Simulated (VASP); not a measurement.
# Sc3Te (Fm-3m) in VASP: a series of runs, part 2 of 2

VASP 6.6.1. Earlier steps stand in the parts before.

## (4) Relaxation of cell and atoms, PBE+TS

Input file INCAR:

```
PREC = Accurate
ENCUT = 600
EDIFF = 1E-7
ISMEAR = -1
SIGMA = 0.05
LREAL = F
LASPH = T
NELM = 100
ALGO = Normal
ISIF = 3
LWAVE = F
LCHARG = F
GGA = PE
IVDW = 2
IBRION = 2
NSW = 60
EDIFFG = -0.01
```

Input file KPOINTS:

```
Automatic mesh
0
Gamma
  5 5 5
```

Input file POSCAR:

```
Sc3Te
1.0
    0.0000000000      3.5695000000      3.5695000000
    3.5695000000      0.0000000000      3.5695000000
    3.5695000000      3.5695000000      0.0000000000
Sc Te
3 1
Direct
    0.2500000000      0.2500000000      0.2500000000
    0.7500000000      0.7500000000      0.7500000000
    0.5000000000      0.5000000000      0.5000000000
    0.0000000000      0.0000000000      0.0000000000
```

Potentials or basis: VASP PAW PBE potentials, release 64 (Sc_sv, Te).

On the command line:

```
$ cat potpaw_PBE.64/Sc_sv/POTCAR potpaw_PBE.64/Te/POTCAR > POTCAR
$ mpirun -np 1 vasp_std > vasp.out
```

OUTCAR:

```text
PREC = Accurate
   ENCUT = 600
   EDIFF = 1E-7
   ISMEAR = -1
   LREAL = F
   LASPH = T
   NELM = 100
   ISIF = 3
   GGA = PE
   IVDW = 2
   IBRION = 2
   NSW = 60
   EDIFFG = -0.01
  IVDW =   2

 ion  position               nearest neighbor table
   1  0.250  0.250  0.250-   3 3.09   4 3.09   4 3.09   4 3.09   4 3.09   3 3.09   3 3.09   3 3.09

   2  0.750  0.750  0.750-   3 3.09   4 3.09   3 3.09   3 3.09   3 3.09   4 3.09   4 3.09   4 3.09

   3  0.500  0.500  0.500-   1 3.09   2 3.09   1 3.09   1 3.09   1 3.09   2 3.09   2 3.09   2 3.09

   4  0.000  0.000  0.000-   1 3.09   2 3.09   2 3.09   2 3.09   2 3.09   1 3.09   1 3.09   1 3.09

  LATTYP: Found a face centered cubic cell.
 ALAT       =     7.1390000000

  Lattice vectors:

 A1 = (   0.0000000000,   3.5695000000,   3.5695000000)
 A2 = (   3.5695000000,   0.0000000000,   3.5695000000)
 A3 = (   3.5695000000,   3.5695000000,   0.0000000000)

Analysis of symmetry for initial positions (statically):
=====================================================================
 Subroutine PRICEL returns:
 Original cell was already a primitive cell.

 Routine SETGRP: Setting up the symmetry group for a
 face centered cubic supercell.

 Subroutine GETGRP returns: Found 48 space group operations
 (whereof 48 operations were pure point group operations)
 out of a pool of 48 trial point group operations.

The static configuration has the point symmetry O_h .

Analysis of symmetry for dynamics (positions and initial velocities):
=====================================================================
 Subroutine PRICEL returns:
 Original cell was already a primitive cell.

 Routine SETGRP: Setting up the symmetry group for a
 face centered cubic supercell.

 Subroutine GETGRP returns: Found 48 space group operations
 (whereof 48 operations were pure point group operations)
 out of a pool of 48 trial point group operations.

The dynamic configuration has the point symmetry O_h .

 Subroutine INISYM returns: Found 48 space group operations
 (whereof 48 operations are pure point group operations),
 and found     1 'primitive' translations
[... 92 lines left out ...]
   POTIM  = 0.5000    time-step for ionic-motion
   TEBEG  =    0.0;   TEEND  =   0.0 temperature during run
   PSTRESS=    0.0 pullay stress
   NELECT =      39.0000    total number of electrons
   NUPDOWN=      -1.0000    fix difference up-down
   EMIN   =  10.00;   EMAX   =-10.00  energy-range for DOS
   EFERMI =   0.00;   METHOD = LEGACY
   ISMEAR =    -1;   SIGMA  =   0.05  broadening in eV -4-tet -1-fermi 0-gaus
   EFERMI_NEDOS =   21; number of points for ismear=-14 and -15
   IALGO  =     38    algorithm
   IMIX   =      4    mixing-type and parameters
     AMIX     =   0.40;   BMIX     =  1.00
     AMIX_MAG =   1.60;   BMIX_MAG =  1.00
  volume/ion in A,a.u.               =      22.74       153.46
  Fermi-wavevector in a.u.,A,eV,Ry     =   1.234466  2.332802 20.733990  1.523905
  Thomas-Fermi vector in A             =   2.369155
   LORBIT       =      0    0 simple, 1 ext, 2 COOP (PROOUT), +10 PAW based schemes
   GGA     = PE    functional components
   LHFCALC =     F    Hartree Fock is set to
   AEXX    =    0.0000 exact exchange contribution
   IVDW    =     2    specifies the selected vdW correction
   LEPSILON=     F    determine dielectric tensor
   LRPA    =     F    only Hartree local field effects (RPA)
 conjugate gradient relaxation of ions
 non-spin polarized calculation
  energy-cutoff  :      600.00
  volume of cell :       90.96
 maximum number of plane-waves:      3071
   NGX = 21   NGY = 21   NGZ = 21

--------------------------------------- Ionic step        1  -------------------------------------------

 number of electron      39.0000007 magnetization

 Free energy of the ion-electron system (eV)
  ---------------------------------------------------
  ext. energy  EPLUGINS =         0.00000000
  ---------------------------------------------------
  free energy    TOTEN  =       -22.62746251 eV

  energy without entropy =      -22.57495436  energy(sigma->0) =      -22.60120843

------------------------ aborting loop because EDIFF is reached ----------------------------------------

  Tkatchenko/Scheffler method for vdW energy calculation

  Number of pair interactions contributing to vdW energy:   57644
[... 123 lines left out ...]
--------------------------------------- Ionic step        4  -------------------------------------------

 number of electron      38.9999999 magnetization

 Free energy of the ion-electron system (eV)
  ---------------------------------------------------
  ext. energy  EPLUGINS =         0.00000000
  ---------------------------------------------------
  free energy    TOTEN  =       -22.38094449 eV

  energy without entropy =      -22.33576387  energy(sigma->0) =      -22.35835418

 E-fermi :   7.5618     XC(G=0): -10.9336

 val. band max:        7.5359665477   @ k =   0.0000   0.0000   0.0000
 cond. band min:       7.5928679363   @ k =   0.2000   0.2000   0.0000
 fundamental gap:      0.0569013886
 Fermi energy:         7.5618383251

 k-point     1 :       0.0000    0.0000    0.0000
  band No.  band energies     occupation
      1     -41.6970      2.00000
      2     -41.5806      2.00000
      3     -41.5170      2.00000
      4     -20.4826      2.00000
      5     -20.4826      2.00000
      6     -20.4826      2.00000
[... 249 lines left out ...]
     22       8.1447      0.00002
     23       8.5232      0.00000

------------------------ aborting loop because EDIFF is reached ----------------------------------------

  Hirshfeld charges:
            ion         q(e)
   ------------------------------
      1     Sc       0.05233896
      2     Sc       0.05233896
      3     Sc       0.01070591
      4     Te      -0.11538382

  Tkatchenko/Scheffler method for vdW energy calculation
[... 31 lines left out ...]
  FREE ENERGIE OF THE ION-ELECTRON SYSTEM (eV)
  ---------------------------------------------------
  free  energy   TOTEN  =       -25.6511456495 eV

  energy  without entropy=      -25.6059650282  energy(sigma->0) =      -25.62855534

 reached required accuracy - stopping structural energy minimisation
```

Wall time 2.2 min (1 thread of Intel Xeon Platinum 8375C at 2.90GHz (Ice Lake), shared host); peak memory 0.25 GiB.

What came out:

| Quantity | Value |
| --- | --- |
| Free energy | -25.6511 eV |
| Relaxed volume | 20.17 Å³/atom |
| Relaxed cell | a = 4.851 Å, b = 4.851 Å, c = 4.851 Å, α = 60.00°, β = 60.00°, γ = 60.00° |
| Space group after relaxing (to 0.05 Å) | Fm-3m (No. 225) |
| Energy gained by relaxing | 54.7 meV/atom |
| Ionic steps | 4 |
| Pressure after relaxing | 0.0 GPa |
| Band gap on the k mesh | none (metal or under the smearing width) |
| Hirshfeld charges | Sc +0.05, +0.01; Te -0.12 e |
| Dispersion energy per atom | -0.818 eV |

The path:
| step | energy change (eV) | largest force (eV/Å) | pressure (GPa) | volume (Å³) |
| --- | --- | --- | --- | --- |
| 1 | 0.0000 | 0.0000 | -7.36 | 90.96 |
| 2 | -0.1816 | 0.0000 | 2.98 | 77.89 |
| 3 | -0.2198 | 0.0000 | -0.89 | 81.59 |
| 4 | -0.2188 | 0.0000 | -0.03 | 80.70 |

Final structure:
```yaml
crystal:
  lattice:
    - [0.00000, 3.42983, 3.42983]
    - [3.42983, 0.00000, 3.42983]
    - [3.42983, 3.42983, 0.00000]
  atoms:
    - { symbol: Sc, position: [0.25000, 0.25000, 0.25000] }
    - { symbol: Sc, position: [0.75000, 0.75000, 0.75000] }
    - { symbol: Sc, position: [0.50000, 0.50000, 0.50000] }
    - { symbol: Te, position: [0.00000, 0.00000, 0.00000] }
```

Caveat: atom-pairwise D2, TS and ULG terms overbind metals; pairwise dispersion overbinds metals, which lowers pressure and volume. The run has no spin-orbit coupling, so splittings on Te are missing.

## (5) Relaxation of cell and atoms, PBE+TS-HI

INCAR, as its differences from that of step 4:

```diff
@@ -13,3 +13,3 @@
 GGA = PE
-IVDW = 2
+IVDW = 21
 IBRION = 2
```

KPOINTS is that of step 4.

POSCAR is that of step 4.

Potentials or basis: VASP PAW PBE potentials, release 64 (Sc_sv, Te).

On the command line:

```
$ cat potpaw_PBE.64/Sc_sv/POTCAR potpaw_PBE.64/Te/POTCAR > POTCAR
$ mpirun -np 1 vasp_std > vasp.out
```

OUTCAR:

```text
PREC = Accurate
   ENCUT = 600
   EDIFF = 1E-7
   ISMEAR = -1
   LREAL = F
   LASPH = T
   NELM = 100
   ISIF = 3
   GGA = PE
   IVDW = 21
   IBRION = 2
   NSW = 60
   EDIFFG = -0.01
  IVDW =  21

 ion  position               nearest neighbor table
   1  0.250  0.250  0.250-   3 3.09   4 3.09   4 3.09   4 3.09   4 3.09   3 3.09   3 3.09   3 3.09

   2  0.750  0.750  0.750-   3 3.09   4 3.09   3 3.09   3 3.09   3 3.09   4 3.09   4 3.09   4 3.09

   3  0.500  0.500  0.500-   1 3.09   2 3.09   1 3.09   1 3.09   1 3.09   2 3.09   2 3.09   2 3.09

   4  0.000  0.000  0.000-   1 3.09   2 3.09   2 3.09   2 3.09   2 3.09   1 3.09   1 3.09   1 3.09

  LATTYP: Found a face centered cubic cell.
 ALAT       =     7.1390000000

  Lattice vectors:

 A1 = (   0.0000000000,   3.5695000000,   3.5695000000)
 A2 = (   3.5695000000,   0.0000000000,   3.5695000000)
 A3 = (   3.5695000000,   3.5695000000,   0.0000000000)

Analysis of symmetry for initial positions (statically):
=====================================================================
 Subroutine PRICEL returns:
 Original cell was already a primitive cell.

 Routine SETGRP: Setting up the symmetry group for a
 face centered cubic supercell.

 Subroutine GETGRP returns: Found 48 space group operations
 (whereof 48 operations were pure point group operations)
 out of a pool of 48 trial point group operations.

[... 132 lines left out ...]
   LEPSILON=     F    determine dielectric tensor
   LRPA    =     F    only Hartree local field effects (RPA)
 conjugate gradient relaxation of ions
 non-spin polarized calculation
  energy-cutoff  :      600.00
  volume of cell :       90.96
 maximum number of plane-waves:      3071
   NGX = 21   NGY = 21   NGZ = 21

--------------------------------------- Ionic step        1  -------------------------------------------

 number of electron      39.0000007 magnetization

 Free energy of the ion-electron system (eV)
  ---------------------------------------------------
  ext. energy  EPLUGINS =         0.00000000
  ---------------------------------------------------
  free energy    TOTEN  =       -22.62746251 eV

  energy without entropy =      -22.57495436  energy(sigma->0) =      -22.60120843

------------------------ aborting loop because EDIFF is reached ----------------------------------------

  Hirshfeld charges:
            ion         q(e)
   ------------------------------
      1     Sc          0.058
      2     Sc          0.058
      3     Sc          0.012
      4     Te         -0.128

  Tkatchenko/Scheffler method for vdW energy calculation
[... 125 lines left out ...]
--------------------------------------- Ionic step        4  -------------------------------------------

 number of electron      38.9999998 magnetization

 Free energy of the ion-electron system (eV)
  ---------------------------------------------------
  ext. energy  EPLUGINS =         0.00000000
  ---------------------------------------------------
  free energy    TOTEN  =       -22.53417268 eV

  energy without entropy =      -22.48802376  energy(sigma->0) =      -22.51109822

 E-fermi :   7.1251     XC(G=0): -10.7299

 val. band max:        7.0963331014   @ k =   0.0000   0.0000   0.0000
 cond. band min:       7.1667811823   @ k =   0.2000   0.2000   0.0000
 fundamental gap:      0.0704480809
 Fermi energy:         7.1251196754

 k-point     1 :       0.0000    0.0000    0.0000
  band No.  band energies     occupation
      1     -42.2273      2.00000
      2     -42.1355      2.00000
      3     -42.0756      2.00000
      4     -20.9915      2.00000
      5     -20.9915      2.00000
      6     -20.9915      2.00000
[... 286 lines left out ...]
  FREE ENERGIE OF THE ION-ELECTRON SYSTEM (eV)
  ---------------------------------------------------
  free  energy   TOTEN  =       -24.4988264913 eV

  energy  without entropy=      -24.4526775716  energy(sigma->0) =      -24.47575203

 reached required accuracy - stopping structural energy minimisation
```

CONTCAR:

```text
Sc3Te
   1.00000000000000
    -0.0000000000000000    3.4822082715415701    3.4822082715415701
     3.4822082715415701    0.0000000000000000    3.4822082715415701
     3.4822082715415701    3.4822082715415701    0.0000000000000000
  Sc              Te
     3     1
Direct
     0.2500000000000000    0.2500000000000000    0.2500000000000000
     0.7500000000000000    0.7500000000000000    0.7500000000000000
     0.5000000000000000    0.5000000000000000    0.5000000000000000
     0.0000000000000000    1.0000000000000000    0.0000000000000000

  0.00000000E+00  0.00000000E+00  0.00000000E+00
  0.00000000E+00  0.00000000E+00  0.00000000E+00
  0.00000000E+00  0.00000000E+00  0.00000000E+00
  0.00000000E+00  0.00000000E+00  0.00000000E+00
```

It took 15 min on 1 thread of Intel Xeon Platinum 8375C at 2.90GHz (Ice Lake), shared host; peak memory 0.25 GiB.

What came out:

```
Free energy                            : -24.4988 eV
Relaxed volume                         : 21.11 Å³/atom
Relaxed cell                           : a = 4.925 Å, b = 4.925 Å, c = 4.925 Å, α = 60.00°, β = 60.00°, γ = 60.00°
Space group after relaxing (to 0.05 Å) : Fm-3m (No. 225)
Energy gained by relaxing              : 11.4 meV/atom
Ionic steps                            : 4
Pressure after relaxing                : 0.0 GPa
Band gap on the k mesh                 : none (metal or under the smearing width)
Hirshfeld charges                      : Sc +0.06, +0.01; Te -0.13 e
Dispersion energy per atom             : -0.491 eV
```

Step by step:
```tsv
step	energy change (eV)	largest force (eV/Å)	pressure (GPa)	volume (Å³)
1	0.0000	0.0000	-4.20	90.96
2	-0.0354	0.0000	0.83	83.33
3	-0.0499	0.0000	-1.61	86.73
4	-0.0455	0.0000	0.03	84.45
```

Final structure:
```cif
data_structure
_symmetry_space_group_name_H-M 'P 1'
_symmetry_Int_Tables_number 1
_cell_length_a 4.9246
_cell_length_b 4.9246
_cell_length_c 4.9246
_cell_angle_alpha 60.000
_cell_angle_beta 60.000
_cell_angle_gamma 60.000
_cell_volume 84.45
loop_
_atom_site_label
_atom_site_type_symbol
_atom_site_fract_x
_atom_site_fract_y
_atom_site_fract_z
_atom_site_occupancy
Sc1 Sc 0.25000 0.25000 0.25000 1
Sc2 Sc 0.75000 0.75000 0.75000 1
Sc3 Sc 0.50000 0.50000 0.50000 1
Te1 Te 0.00000 0.00000 0.00000 1
```

Caveat: pairwise dispersion overbinds metals, which lowers pressure and volume. The run has no spin-orbit coupling, so splittings on Te are missing.

## (6) Summary

```csv
level,gap on the mesh (eV),pressure (GPa),relaxed volume (Å³/atom)
PBE+D3(BJ),none,0.0,21.41
PBE+D4,none,0.0,21.75
PBE+TS,none,0.0,20.17
PBE+TS-HI,none,0.0,21.11
```

Alike in all rows: task relaxation of cell and atoms; potentials or basis VASP PAW PBE potentials, release 64 (Sc_sv, Te); no spin polarisation; cell relaxed; k mesh 5 × 5 × 5; cutoff (eV) 600; smearing fermi-dirac 0.05 eV.

Caveats: pairwise dispersion overbinds metals, which lowers pressure and volume; atom-pairwise D2, TS and ULG terms overbind metals (some runs).

Total energies depend on the potentials used, so only differences within one code and one set of settings carry meaning.
